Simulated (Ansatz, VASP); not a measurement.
# Cross-check of Mg3P20O53 between VASP and Ansatz

One calculation is typed for both programs; each brings its own data sets. How far apart do they land? The structure shown is frame 160 of Ansatz's trajectory.

Calculated with Ansatz 0.2.0; plane waves, with VASP 6.6.1 beside it; single point at RPBE.

**1. The starting structure**

The cell holds 76 atoms: 20 P, 3 Mg and 53 O. Cell: a = 10.092 Å, b = 10.092 Å, c = 10.092 Å, α = 90.0°, β = 90.0°, γ = 90.0°. As first built, before any earlier steps moved the atoms (in the runner's words): 76 atoms (20 P, 3 Mg, 53 O) placed at random at 2.41 g/cm^3, melted at 4000 K for 10 ps at fixed volume with the Morse and Coulomb pair potential with partial charges (Pedone, Malavasi, Menziani, Cormack and Segre, J. Phys. Chem. B 110, 11780 (2006)). Quenched from 4000 K to 300 K at 20 K/ps and fixed volume, held 10 ps at zero pressure.

**2. Ansatz: dynamics, RPBE**

Ansatz runs on its default PAW (the set named soft_2) files.

One frame of this run of dynamics is then solved in both programs, so the motion causes no difference.

The input, input.yaml:

```yaml
crystal:
  lattice:
    - [10.09236, 0.0, 0.0]
    - [0.0, 10.09236, 0.0]
    - [0.0, 0.0, 10.09236]
  atoms:
    - { symbol: P, position: [0.64445, 0.56644, 0.49217] }
    - { symbol: P, position: [0.93307, 0.81103, 0.0499] }
    - { symbol: P, position: [0.3265, 0.83695, 0.72431] }
    - { symbol: P, position: [0.4236, 0.58271, 0.10016] }
    - { symbol: P, position: [0.05034, 0.0284, 0.38534] }
    - { symbol: P, position: [0.46118, 0.89813, 0.16242] }
    - { symbol: P, position: [0.75136, 0.12203, 0.72937] }
    - { symbol: P, position: [0.5679, 0.67153, 0.7656] }
    - { symbol: P, position: [0.9947, 0.64711, 0.30182] }
    - { symbol: P, position: [0.67094, 0.84961, 0.38398] }
    - { symbol: P, position: [0.50458, 0.02394, 0.57158] }
    - { symbol: P, position: [0.2803, 0.63952, 0.35869] }
    - { symbol: P, position: [0.56553, 0.32543, 0.18997] }
    - { symbol: P, position: [0.56569, 0.10265, 0.96601] }
    - { symbol: P, position: [0.3365, 0.16588, 0.34284] }
    - { symbol: P, position: [0.16371, 0.21566, 0.07699] }
    - { symbol: P, position: [0.20872, 0.92438, 0.99103] }
    - { symbol: P, position: [0.98488, 0.93153, 0.65812] }
    - { symbol: P, position: [0.95591, 0.66059, 0.79164] }
    - { symbol: P, position: [0.22685, 0.39388, 0.53396] }
    - { symbol: Mg, position: [0.91003, 0.31256, 0.26022] }
    - { symbol: Mg, position: [0.89114, 0.40642, 0.61383] }
    - { symbol: Mg, position: [0.2365, 0.46111, 0.83712] }
    - { symbol: O, position: [0.84258, 0.92625, 0.05076] }
    - { symbol: O, position: [0.57992, 0.9186, 0.49014] }
    - { symbol: O, position: [0.85102, 0.01187, 0.68734] }
    - { symbol: O, position: [0.93093, 0.67571, 0.4318] }
    - { symbol: O, position: [0.58292, 0.87296, 0.2599] }
    - { symbol: O, position: [0.60301, 0.60852, 0.63215] }
    - { symbol: O, position: [0.24712, 0.53172, 0.463] }
    - { symbol: O, position: [0.25359, 0.20675, 0.20196] }
    - { symbol: O, position: [0.08369, 0.58709, 0.81461] }
    - { symbol: O, position: [0.08099, 0.01082, 0.754] }
    - { symbol: O, position: [0.8625, 0.56879, 0.7309] }
    - { symbol: O, position: [0.62178, 0.09324, 0.6461] }
    - { symbol: O, position: [0.46194, 0.25649, 0.27485] }
    - { symbol: O, position: [0.96095, 0.79545, 0.71561] }
    - { symbol: O, position: [0.33418, 0.57366, 0.22903] }
    - { symbol: O, position: [0.63997, 0.80573, 0.76963] }
    - { symbol: O, position: [0.79595, 0.92121, 0.37734] }
    - { symbol: O, position: [0.97548, 0.1573, 0.38574] }
    - { symbol: O, position: [0.40351, 0.94958, 0.65577] }
    - { symbol: O, position: [0.27804, 0.87515, 0.86493] }
    - { symbol: O, position: [0.51483, 0.52185, 0.4251] }
    - { symbol: O, position: [0.31438, 0.87867, 0.09612] }
    - { symbol: O, position: [0.68296, 0.10954, 0.8708] }
    - { symbol: O, position: [0.02419, 0.23715, 0.10976] }
    - { symbol: O, position: [0.48196, 0.72292, 0.11636] }
    - { symbol: O, position: [0.07925, 0.84802, 0.01053] }
    - { symbol: O, position: [0.18776, 0.07129, 0.01358] }
    - { symbol: O, position: [0.21008, 0.79973, 0.64044] }
    - { symbol: O, position: [0.08083, 0.38828, 0.55751] }
    - { symbol: O, position: [0.93343, 0.71722, 0.17809] }
    - { symbol: O, position: [0.74175, 0.45662, 0.49182] }
    - { symbol: O, position: [0.99286, 0.50006, 0.2788] }
    - { symbol: O, position: [0.40064, 0.01709, 0.2496] }
    - { symbol: O, position: [0.70414, 0.32799, 0.23431] }
    - { symbol: O, position: [0.51444, 0.46147, 0.13598] }
    - { symbol: O, position: [0.45079, 0.10824, 0.87764] }
    - { symbol: O, position: [0.21679, 0.3205, 0.98321] }
    - { symbol: O, position: [0.81032, 0.25309, 0.70337] }
    - { symbol: O, position: [0.57513, 0.58813, 0.88429] }
    - { symbol: O, position: [0.29905, 0.39245, 0.6626] }
    - { symbol: O, position: [0.42672, 0.72666, 0.74238] }
    - { symbol: O, position: [0.33809, 0.56751, 0.98083] }
    - { symbol: O, position: [0.53346, 0.97558, 0.04845] }
    - { symbol: O, position: [0.04565, 0.94306, 0.26642] }
    - { symbol: O, position: [0.02578, 0.95754, 0.52032] }
    - { symbol: O, position: [0.14257, 0.68385, 0.31304] }
    - { symbol: O, position: [0.27387, 0.29052, 0.43368] }
    - { symbol: O, position: [0.89685, 0.71514, 0.9329] }
    - { symbol: O, position: [0.35828, 0.7595, 0.38975] }
    - { symbol: O, position: [0.67144, 0.6976, 0.42015] }
    - { symbol: O, position: [0.56565, 0.22184, 0.0715] }
    - { symbol: O, position: [0.20395, 0.06928, 0.39021] }
    - { symbol: O, position: [0.43566, 0.12253, 0.4758] }
kpoints:
  mp_grid: { grid: [1, 1, 1] }
hamiltonian:
  xc: rpbe
scf:
  occupations: { method: fixed }
output:
  forces: true
md:
  timestep: 1.0
  n_steps: 480
  ensemble: nvt_langevin
  temperature: 300
  initial_velocities: maxwell_boltzmann
  seed: 8660
```

Started as:

```
$ ansatz run input.yaml --threads 4 --pin off --max-ram 8192MiB --backend cpu --events-out ev --progress --plain --runs-dir out
```

Numbers of over 12 decimals in the logs are rounded to 6 here.

Output:

```text
Warning: md: disabling space-group detection — thermal motion breaks the input geometry's symmetry, so no spatial operation reduces the k-mesh or symmetrises the density; time reversal is kept, so that k and −k are solved as one point where they differ and the mesh holds both, and exact exchange and, on two spinor components, a DFT+U term hold to it where the run has them: on two components no moment then forms, and  [...]
Engine: ansatz 0.2.0, aarch64-unknown-linux-gnu
Pseudopotentials: kind: paw
Pseudopotential: P, paw, valence charge 5, recommended cutoff 420 eV (normal), P.paw.azcp
Pseudopotential: Mg, paw, valence charge 10, recommended cutoff 420 eV (normal), Mg.paw.azcp
Pseudopotential: O, paw, valence charge 6, recommended cutoff 420 eV (normal), O.paw.azcp
Functional definition: RPBE
  parameter kappa = 0.804
  parameter beta = 0.066725
  exchange = rpbe_x(kappa = kappa, mu = beta*pi^2/3)
  correlation = pbe_c(beta = beta)
Crystal: 76 atoms, lattice volume = 1027.965 Å³
Basis set: ecut = 420 eV, 20005 PW (Γ), exchange–correlation on 144×144×144 points (8 copies of the dense FFT grid, shifted against one another)
Bands: 300, of which v1, the nominal top of the filled ones, is band 224 counted from 1 (223 counted from 0)
Symmetry: 1 space group operations
k-points: 1
Non-local potential: P, projectors of the file, l = 0: 2, l = 1: 2, l = 2: 2
Non-local potential: Mg, projectors of the file, l = 0: 3, l = 1: 2, l = 2: 1
Non-local potential: O, projectors of the file, l = 0: 2, l = 1: 2, l = 2: 1
PAW form: soft (Blöchl's): semilocal exchange-correlation on the pseudo side does not see the compensation charge
PAW frozen core: P, regenerated for the run's functional, and the local potential with it (the file was generated under x = pbe(κ = 0.804, μ = 0.219515), c = pbe(β = 0.066725))
PAW frozen core: Mg, regenerated for the run's functional, and the local potential with it (the file was generated under x = pbe(κ = 0.804, μ = 0.219515), c = pbe(β = 0.066725))
PAW frozen core: O, regenerated for the run's functional, and the local potential with it (the file was generated under x = pbe(κ = 0.804, μ = 0.219515), c = pbe(β = 0.066725))
PAW one-centre angular grid: P, 110 points (default); XC on 64 Gauss nodes
PAW one-centre angular grid: Mg, 110 points (default); XC on 64 Gauss nodes
PAW one-centre angular grid: O, 110 points (default); XC on 64 Gauss nodes
Initial density: superposition of atomic densities (neutral atoms: chi_scale 0, normalization atom), corrected by the library's trained network
Initial wavefunctions: pseudopotential atomic-orbital guess
Functional: x = rpbe, c = pbe(β = 0.066725)
SCF iter   1: F=—  HF=-51134.434036 eV  |F-HF|=—  |Δ(HF+E_count)|=         —  Δρ=7.08e-3  dr2=7.15e-1  ethr=1.77e-3  ⟨swp⟩=8.0  Hψ=1113  notcnv=0  defer=74
preconditioner: auto → Resta (q_TF=auto, 2.376 Å⁻¹)  ε∞=3.0  [insulator: Δε(μ)=1.842 eV  Ē_g=16.837 eV  n_scr=250 (ndim 8)  ℏωp=23.8 eV  f_vac=0.209  ε∞_Penn≈3.0]
SCF iter   2: F=—  HF=-51134.274404 eV  |F-HF|=—  |Δ(HF+E_count)|=   1.60e-1  Δρ=3.76e-3  dr2=1.31e-1  ethr=1.60e-4  ⟨swp⟩=3.0  Hψ=486  notcnv=0  defer=74
SCF iter   3: F=—  HF=-51134.252496 eV  |F-HF|=—  |Δ(HF+E_count)|=   2.19e-2  Δρ=1.54e-3  dr2=3.77e-2  ethr=2.93e-5  ⟨swp⟩=3.0  Hψ=408  notcnv=0  defer=65
automatic band count: iteration 3 solves 291 bands in place of 300: the levels show a gap, and the empty bands left out lie too high to hold charge; the band table lists the bands solved (type scf.n_extra_bands for more)
SCF iter   4: F=—  HF=-51134.243785 eV  |F-HF|=—  |Δ(HF+E_count)|=   8.71e-3  Δρ=6.41e-4  dr2=4.25e-3  ethr=8.41e-6  ⟨swp⟩=4.0  Hψ=412  notcnv=0  defer=65
SCF iter   5: F=—  HF=-51134.243306 eV  |F-HF|=—  |Δ(HF+E_count)|=   4.79e-4  Δρ=2.98e-4  dr2=8.83e-4  ethr=9.48e-7  ⟨swp⟩=3.0  Hψ=561  notcnv=0  defer=65
SCF iter   6: F=—  HF=-51134.243261 eV  |F-HF|=—  |Δ(HF+E_count)|=   4.42e-5  Δρ=9.80e-5  dr2=8.97e-5  ethr=1.97e-7  ⟨swp⟩=3.0  Hψ=411  notcnv=0  defer=65
SCF iter   7: F=—  HF=-51134.243247 eV  |F-HF|=—  |Δ(HF+E_count)|=   1.44e-5  Δρ=4.92e-5  dr2=2.12e-5  ethr=2.00e-8  ⟨swp⟩=3.0  Hψ=533  notcnv=0  defer=64
SCF iter   8: F=—  HF=-51134.244811 eV  |F-HF|=—  |Δ(HF+E_count)|=   1.56e-3  Δρ=1.26e-5  dr2=1.43e-6  ethr=4.74e-9  ⟨swp⟩=3.0  Hψ=488  notcnv=0  defer=64
SCF iter   9: F=—  HF=-51134.244811 eV  |F-HF|=—  |Δ(HF+E_count)|=   3.18e-7  Δρ=6.86e-6  dr2=3.93e-7  ethr=3.19e-10  ⟨swp⟩=3.0  Hψ=495  notcnv=0  defer=64
[...]
md step   473: t =   473.00 fs  T =   281.4 K  F+E_penalty+E_count = -51142.17706916 eV  E_kin = 2.764689 eV  (6 SCF iters)
[... from here on, the SCF cycles and remarks between the steps are left out ...]
md step   474: t =   474.00 fs  T =   277.0 K  F+E_penalty+E_count = -51142.21491356 eV  E_kin = 2.720860 eV  (6 SCF iters)
md step   475: t =   475.00 fs  T =   271.9 K  F+E_penalty+E_count = -51142.23370402 eV  E_kin = 2.670847 eV  (6 SCF iters)
md step   476: t =   476.00 fs  T =   270.9 K  F+E_penalty+E_count = -51142.23809947 eV  E_kin = 2.661542 eV  (6 SCF iters)
md step   477: t =   477.00 fs  T =   274.5 K  F+E_penalty+E_count = -51142.22910287 eV  E_kin = 2.696423 eV  (6 SCF iters)
md step   478: t =   478.00 fs  T =   263.5 K  F+E_penalty+E_count = -51142.21568380 eV  E_kin = 2.588704 eV  (6 SCF iters)
md step   479: t =   479.00 fs  T =   260.1 K  F+E_penalty+E_count = -51142.20931933 eV  E_kin = 2.554957 eV  (6 SCF iters)
md step   480: t =   480.00 fs  T =   266.6 K  F+E_penalty+E_count = -51142.21534077 eV  E_kin = 2.618947 eV  (8 SCF iters)
SCF converged after 8 iterations
Free energy (F): -51142.215341 eV
Harris-Foulkes:  -51142.215341 eV  (|F-HF|=1.82e-8)
Internal energy: -51142.215341 eV  (E = F + TS)
E sigma→0 (E₀):  -51142.215341 eV
Fermi energy:    3.555210 eV
--- Per-component energies (eV) ---
  E_band       = -3371.266599
  E_kinetic    = 11190.546152
  E_local      = -35704.139047  (includes V_loc(G=0)·N_el)
  E_nonlocal   = 3375.851322
  E_hartree    = 13126.603634
  E_xc         = -5287.290805
  E_vxc        = -6372.999812  (∫ρ·V_xc dr)
  E_paw        = -20802.828061  (= ΣΔE_a)
  E_vpaw       = -2113.866371  (= ΣTr[D̂ρ^β])
  E_aug_tail   = 0.131161  (compensation charges beyond the density's cutoff)
  E_ewald      = -17039.294300
  E_core_change = -1.795397  (= ΣΔE_core)
  E_smearing   = -0.000000  (= −TS)
  E_closure    = -0.000000  (closes the sum)
  Σ components = -51142.215341   (vs F -51142.215341, Δ=0.00e0)
--- Forces (eV/Å), atoms counted from 1 ---
  atom   1  P      0.04953019     0.66504494     1.28818243
  atom   2  P      0.39439094    -1.97812248     1.09924382
  atom   3  P     -0.83303101     1.73935717    -2.13123996
  atom   4  P      0.17814835     0.01834699    -0.16477069
  atom   5  P      0.39236199    -0.19605157    -0.89289393
  atom   6  P     -0.92040806     0.80108552    -1.60637709
  atom   7  P     -1.36076737    -0.00018891    -1.50166062
  atom   8  P     -0.22069212    -1.43245474     0.19378360
  atom   9  P      0.53580292     4.26787834    -0.42722654
  atom  10  P      2.30593694     0.50863123     2.09812216
  atom  11  P      0.38166411     1.71554285     0.42587348
  atom  12  P     -1.05061340     1.85964435     0.89859012
  atom  13  P     -1.01856864    -0.26327681    -0.12632311
  atom  14  P      2.64861779    -0.38174855     0.04470078
  atom  15  P     -0.91555349    -1.51207167    -1.26439271
  atom  16  P     -0.10075095     0.08301699     2.41456687
  atom  17  P     -0.17695240    -3.22418075    -0.50079008
  atom  18  P     -0.62021941    -1.82748694     0.41798238
  atom  19  P      0.30804708     2.24073278     0.05349439
  atom  20  P      0.83473789    -1.01688849     1.04474312
  atom  21  Mg     0.43543006    -0.21629978     0.23251827
  atom  22  Mg    -0.43965086     0.03604570    -0.20697886
  atom  23  Mg    -0.00442084    -0.62977550    -0.04575476
  atom  24  O     -0.42797477     1.44377859    -0.18524462
[...]
atom  69  O      2.31958021    -0.69281271     0.11571548
  atom  70  O     -0.48735288     1.73077474     0.78093125
  atom  71  O     -0.03640683    -0.45293962     0.40008557
  atom  72  O     -0.27741841    -1.08161873    -0.32518188
  atom  73  O     -1.02498767    -0.43367779    -0.24775696
  atom  74  O     -0.86332161     1.11752697     1.08526442
  atom  75  O      1.27989824    -0.16682058    -0.04992973
  atom  76  O      0.05107789    -0.06593007    -0.33898951
  max |Σ_I F_I| component: 1.03e-4 eV/Å
--- MD trajectory: 480 steps, t = 0.0 → 480.0 fs ---
  final state: T = 266.6 K   F+E_penalty+E_count = -51142.21534077 eV   E_kin = 2.618947 eV
```

The column dr2 measures how far the density is from self-consistency, as an energy; F and HF (Harris–Foulkes) agree once it is small.

[end of part 1 of 2]

[Lines on the potential files, build, host, timing and source positions are cut from VASP's logs without a mark.]

[Logs are printed without paths, hosts, clocks, repeated set-up lines and the standing remarks that a program may print on its own settings, such as how far it seeks lower states.]

[Hosts, paths, dates, database ids (printed as entryN), source tags and the programs' standing remarks are cut or masked in the printed files.]
